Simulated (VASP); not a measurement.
Write the native input for VASP 6.6.1 that does the following.

```
Task                   : single point
Functional             : r2SCAN
Potentials or basis    : VASP PAW PBE potentials, release 64 (Sn_d, Se)
Cutoff                 : 520 eV
k mesh                 : 12 × 12 × 4
Occupations            : gaussian, width 0.01 eV
Spin                   : no spin polarisation
Dipole correction      : no
Further INCAR settings : ALGO = Normal; EDIFF = 1e-06; NBANDS = 20
```

SnSe2:

```
Sn Se
1.0
     3.82515    0.00000    0.00000
    -1.91257    3.31268    0.00000
     0.00000    0.00000    6.22708
Sn Se
1 2
Direct
  0.00000 0.00000 0.00000
  0.33333 0.66667 0.25308
  0.66667 0.33333 0.74692
```

The cell was built by a generator and needn't be a form met in nature.

These files were run (other wordings do the same):

POSCAR

```
SnSe2
1.0
    3.8251493304      0.0000000000      0.0000000000
   -1.9125746652      3.3126764934      0.0000000000
    0.0000000000      0.0000000000      6.2270790464
Sn Se
1 2
Direct
    0.0000000000      0.0000000000      0.0000000000
    0.3333333333      0.6666666667      0.2530782237
    0.6666666667      0.3333333333      0.7469217763
```

INCAR.step1

```
PREC = Accurate
ENCUT = 520
ISMEAR = 0
SIGMA = 0.01
LREAL = F
LASPH = T
NELM = 100
NBANDS = 20
GGA = PE
ALGO = Normal
EDIFF = 1E-4
LWAVE = T
LCHARG = F
```

INCAR.step2

```
PREC = Accurate
ENCUT = 520
EDIFF = 1E-6
ISMEAR = 0
SIGMA = 0.01
LREAL = F
LASPH = T
NELM = 100
ALGO = Normal
ISIF = 2
LWAVE = F
LCHARG = F
METAGGA = R2SCAN
LMIXTAU = T
NBANDS = 20
ISTART = 1
```

KPOINTS

```
Automatic mesh
0
Gamma
  12 12 4
```

Potentials or basis: VASP PAW PBE potentials, release 64 (Sn_d, Se).

Launch:

```sh
$ cat potpaw_PBE.64/Sn_d/POTCAR potpaw_PBE.64/Se/POTCAR > POTCAR
$ cp INCAR.step1 INCAR
$ mpirun -np 1 vasp_std > vasp.out
$ cp INCAR.step2 INCAR
$ mpirun -np 1 vasp_std > vasp.out
```

It gave:

| Item | Value |
| --- | --- |
| Pressure | 1.0 GPa |
| Largest force | 0.016 eV/Å |
| Band gap on the k mesh | 1.01 eV, indirect (least direct gap 1.49 eV) |

Caveat: the PAW data sets were made with another functional, which shifts forces and pressure a little; spin-orbit coupling is left out, which moves the levels of the heavy elements.

It took 5.4 min on 1 thread of AMD EPYC 7R13 Processor (Zen 3), on a shared host, peak memory 0.23 GiB.
